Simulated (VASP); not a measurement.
Pt (relaxed from the hcp structure, space group P6_3/mmc): computed properties

Computed with r2SCAN meta-GGA, VASP's PBE PAW potentials (set 64) (plane waves; VASP).

For Pt, the space group is P6_3/mmc (194) and the cell is a = 2.7364 Å, b = 2.7364 Å, c = 4.7598 Å, α = 90.00°, β = 90.00°, γ = 120.00°. The volume per atom is 15.43 Å^3/atom. The band gap (over mesh and band path) is none (metal, semimetal or under 0.01 eV) and the density is 20.99 g/cm³.

```cif
data_Pt2
_chemical_formula_sum 'Pt2'
_space_group_name_H-M_alt 'P63/mmc'
_space_group_IT_number 194
_space_group_name_Hall '-P 6c 2c'
_cell_length_a 2.73641
_cell_length_b 2.73641
_cell_length_c 4.75976
_cell_angle_alpha 90.000
_cell_angle_beta 90.000
_cell_angle_gamma 120.000
loop_
_atom_site_label
_atom_site_type_symbol
_atom_site_symmetry_multiplicity
_atom_site_Wyckoff_symbol
_atom_site_fract_x
_atom_site_fract_y
_atom_site_fract_z
_atom_site_occupancy
Pt1 Pt 2 c 0.33333 0.66667 0.25000 1
```

Unless said otherwise, spin-orbit coupling is left out, though it shifts the bands of the heavy elements here.

The structure was generated: Pt was put into the hcp type (P6_3/mmc), which need not be its known phase. It was relaxed first. Symmetry was kept, so distortions that lower it aren't found.
